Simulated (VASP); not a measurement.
All values below come from vdW-DF-cx, VASP's PBE PAW potentials (set 64) (plane waves; VASP 6.6.1).

A VASP calculation is set up with these files.

INCAR:
```
SYSTEM = Ru
PREC = Accurate; ENCUT = 520; LREAL = F
LASPH = T
EDIFF = 1E-7; NELM = 100; ALGO = Normal
LMAXMIX = 4
ISMEAR = 1; SIGMA = 0.1
GGA = CX; LUSE_VDW = T; AGGAC = 0.0
IBRION = 2; NSW = 30; ISIF = 4
EDIFFG = -0.01
LWAVE = F; LCHARG = F
```

KPOINTS:
```
Automatic mesh
0
Gamma
15 15 9
0 0 0
```

**POSCAR**
```
Ru
1.0
  1.3482299157  -2.3352028677   0.0000000000
  1.3482299157   2.3352028677   0.0000000000
  0.0000000000   0.0000000000   4.2544170985
Ru
2
Cartesian
  1.3482299157   0.7784025127   1.0636042746
  1.3482299157  -0.7784025127   3.1908128239
```

POTCAR, in this order: Ru_pv (PBE.64 set). Program: vasp_std.

The resulting files:

**OUTCAR**
```
 ion  position               nearest neighbor table
   1  0.333  0.667  0.250-   2 2.64   2 2.64   2 2.64   2 2.64   2 2.64   2 2.64
   2  0.667  0.333  0.750-   1 2.64   1 2.64   1 2.64   1 2.64   1 2.64   1 2.64
  LATTYP: Found a hexagonal cell.
 ALAT       =     2.6964599643
 C/A-ratio  =     1.5777787005
 Subroutine PRICEL returns:
 Original cell was already a primitive cell.
 Subroutine GETGRP returns: Found 24 space group operations
The static configuration has the point symmetry D_3d.
 The point group associated with its full space group is D_6h.
The dynamic configuration has the point symmetry D_3d.
 Subroutine INISYM returns: Found 24 space group operations
 Subroutine IBZKPT returns following result:
 Found    135 irreducible k-points:

 Following reciprocal coordinates:
            Coordinates               Weight
  0.000000  0.000000  0.000000      1.000000
  0.066667 -0.000000  0.000000      6.000000
  0.133333  0.000000  0.000000      6.000000
  0.200000  0.000000  0.000000      6.000000
  0.266667  0.000000  0.000000      6.000000
  0.333333  0.000000  0.000000      6.000000
  0.400000  0.000000  0.000000      6.000000
  0.466667  0.000000  0.000000      6.000000
  0.066667  0.066667  0.000000      6.000000
  0.133333  0.066667  0.000000     12.000000
  0.200000  0.066667  0.000000     12.000000
  0.266667  0.066667  0.000000     12.000000
  0.333333  0.066667  0.000000     12.000000
  0.400000  0.066667  0.000000     12.000000
  0.466667  0.066667  0.000000      6.000000
  0.133333  0.133333  0.000000      6.000000
  0.200000  0.133333  0.000000     12.000000
  0.266667  0.133333  0.000000     12.000000
  0.333333  0.133333  0.000000     12.000000
  0.400000  0.133333  0.000000     12.000000
  0.200000  0.200000  0.000000      6.000000
  0.266667  0.200000  0.000000     12.000000
...
```

OSZICAR:
```
       N       E                     dE             d eps       ncg     rms          rms(c)
DAV:   1     0.292285801714E+03    0.29229E+03   -0.18147E+04  4860   0.174E+03
DAV:   2    -0.814865347887E+01   -0.30043E+03   -0.29477E+03  5120   0.498E+02
DAV:   3    -0.146453204208E+02   -0.64967E+01   -0.63258E+01  5152   0.790E+01
DAV:   4    -0.147114919794E+02   -0.66172E-01   -0.66101E-01  5958   0.698E+00
DAV:   5    -0.147124375123E+02   -0.94553E-03   -0.94551E-03  5258   0.759E-01    0.192E+01
DAV:   6    -0.133690993030E+02    0.13433E+01   -0.36503E+00  4912   0.199E+01    0.500E+00
DAV:   7    -0.132733703884E+02    0.95729E-01   -0.28494E-01  5004   0.503E+00    0.111E+00
DAV:   8    -0.132633617794E+02    0.10009E-01   -0.74371E-03  4970   0.103E+00    0.141E-01
DAV:   9    -0.132633300976E+02    0.31682E-04   -0.59457E-04  6264   0.265E-01    0.416E-02
DAV:  10    -0.132633507679E+02   -0.20670E-04   -0.16333E-05  5184   0.422E-02    0.379E-03
DAV:  11    -0.132633513853E+02   -0.61744E-06   -0.74231E-07  6040   0.726E-03    0.300E-03
DAV:  12    -0.132633511123E+02    0.27306E-06   -0.41000E-08  2696   0.225E-03    0.666E-04
DAV:  13    -0.132633511483E+02   -0.36001E-07   -0.45341E-09  2532   0.634E-04
   1 F= -.13263351E+02 E0= -.13262811E+02  d E =-.132634E+02
       N       E                     dE             d eps       ncg     rms          rms(c)
DAV:   1    -0.132728639986E+02   -0.95129E-02   -0.35915E-01  4906   0.523E+00    0.585E-01
DAV:   2    -0.132650469568E+02    0.78170E-02   -0.11019E-02  4904   0.993E-01    0.242E-01
DAV:   3    -0.132634639418E+02    0.15830E-02   -0.53017E-03  5836   0.511E-01    0.523E-02
DAV:   4    -0.132634687894E+02   -0.48476E-05   -0.15754E-04  5858   0.145E-01    0.352E-02
DAV:   5    -0.132634698876E+02   -0.10982E-05   -0.13538E-05  6316   0.293E-02    0.143E-02
DAV:   6    -0.132634694243E+02    0.46334E-06   -0.25725E-06  5020   0.191E-02    0.151E-03
DAV:   7    -0.132634694293E+02   -0.50622E-08   -0.96818E-08  2638   0.328E-03
   2 F= -.13263469E+02 E0= -.13263081E+02  d E =-.118281E-03
       N       E                     dE             d eps       ncg     rms          rms(c)
DAV:   1    -0.132655082609E+02   -0.20388E-02   -0.69966E-02  4910   0.231E+00    0.258E-01
DAV:   2    -0.132639887429E+02    0.15195E-02   -0.21321E-03  4896   0.446E-01    0.107E-01
DAV:   3    -0.132636793619E+02    0.30938E-03   -0.10459E-03  5820   0.228E-01    0.232E-02
DAV:   4    -0.132636803531E+02   -0.99122E-06   -0.32263E-05  5862   0.656E-02    0.156E-02
DAV:   5    -0.132636805096E+02   -0.15649E-06   -0.28872E-06  6330   0.127E-02    0.694E-03
DAV:   6    -0.132636802395E+02    0.27013E-06   -0.68409E-07  4470   0.973E-03    0.813E-04
DAV:   7    -0.132636802347E+02    0.48094E-08   -0.34461E-08  2502   0.193E-03
   3 F= -.13263680E+02 E0= -.13263215E+02  d E =-.329086E-03
```

OUTCAR:
```
------------------------ aborting loop because EDIFF is reached ----------------------------------------
  FORCE on cell =-STRESS in cart. coord.  units (eV):
  Direction    XX          YY          ZZ          XY          YZ          ZX
  --------------------------------------------------------------------------------------
  Total       -0.0213401     -0.0213401     -0.0210335      0.0000000     -0.0000000     -0.0000000
  in kB       -1.2762874     -1.2762876     -1.2579503      0.0000000     -0.0000000     -0.0000000
  external PRESSURE =      -1.2701751 kB  Pullay stress =       0.0000000 kB
  volume of cell :       26.79
      direct lattice vectors                 reciprocal lattice vectors
     1.346596075 -2.332372971  0.000000000     0.371306593 -0.214373947 -0.000000000
     1.346596075  2.332372971  0.000000000     0.371306593  0.214373947  0.000000000
     0.000000000 -0.000000000  4.264747232     0.000000000  0.000000000  0.234480485
 POSITION                                       TOTAL-FORCE (eV/Angst)
 -----------------------------------------------------------------------------------
      1.34660      0.77746      1.06619        -0.000000      0.000000      0.000000
      1.34660     -0.77746      3.19856         0.000000     -0.000000      0.000000
 -----------------------------------------------------------------------------------
    total drift:                               -0.000012      0.000502     -0.000046
  FREE ENERGIE OF THE ION-ELECTRON SYSTEM (eV)
  ---------------------------------------------------
  free  energy   TOTEN  =       -13.2636802347 eV

  energy  without entropy=      -13.2622850172  energy(sigma->0) =      -13.26321516

 reached required accuracy - stopping structural energy minimisation
```
(Selected blocks of OUTCAR.)

### CONTCAR
```
Ru
   1.00000000000000
     1.3465960746682661   -2.3323729714131325    0.0000000000000000
     1.3465960746682661    2.3323729714131325    0.0000000000000000
     0.0000000000000000   -0.0000000000000000    4.2647472320316568
  Ru
     2
Direct
     0.3333330000000032    0.6666669999999968    0.2500000000000000
     0.6666669999999968    0.3333330000000032    0.7500000000000000
```

OUTCAR:
```
 val. band max:       12.9415423609   @ k =   0.2667   0.0000   0.3333

 cond. band min:      12.9723510150   @ k =   0.4667   0.0667   0.3333


 Fermi energy:        12.9436143081

 k-point     1 :       0.0000    0.0000    0.0000
  band No.  band energies     occupation
      1     -30.6885      2.00000
      2     -29.7141      2.00000
      3     -29.7140      2.00000
      4     -29.5366      2.00000
      5     -29.5366      2.00000
      6     -29.4901      2.00000
      7       4.8605      2.00000
      8       6.6450      2.00000
      9      10.3069      2.00000
     10      10.3069      2.00000
     11      10.4842      2.00000
     12      11.0026      2.00000
     13      11.0027      2.00000
     14      11.5495      2.00000
     15      11.5496      2.00000
     16      14.1760     -0.00000
     17      14.1760     -0.00000
     18      14.2746     -0.00000

 k-point     2 :       0.0667   -0.0000    0.0000
  band No.  band energies     occupation
      1     -30.6726      2.00000
      2     -29.7481      2.00000
      3     -29.7256      2.00000
      4     -29.5722      2.00000
      5     -29.5412      2.00000
      6     -29.4974      2.00000
      7       5.0285      2.00000
      8       6.7742      2.00000
      9       9.9907      2.00000
     10      10.4435      2.00000
     11      10.7586      2.00000
     12      10.9309      2.00000
     13      11.1286      2.00000
     14      11.3798      2.00000
     15      11.4454      2.00000
     16      12.9004      1.66104
     17      14.2412     -0.00000
     18      15.7794      0.00000

 k-point     3 :       0.1333    0.0000    0.0000
  band No.  band energies     occupation
      1     -30.6263      2.00000
      2     -29.8445      2.00000
      3     -29.7573      2.00000
      4     -29.6715      2.00000
      5     -29.5550      2.00000
      6     -29.5194      2.00000
      7       5.5049      2.00000
      8       7.1108      2.00000
      9       9.5667      2.00000
...
```

The compound is Ru in the hcp structure. This run relaxes it. Symmetry was kept, so distortions that lower it aren't found.
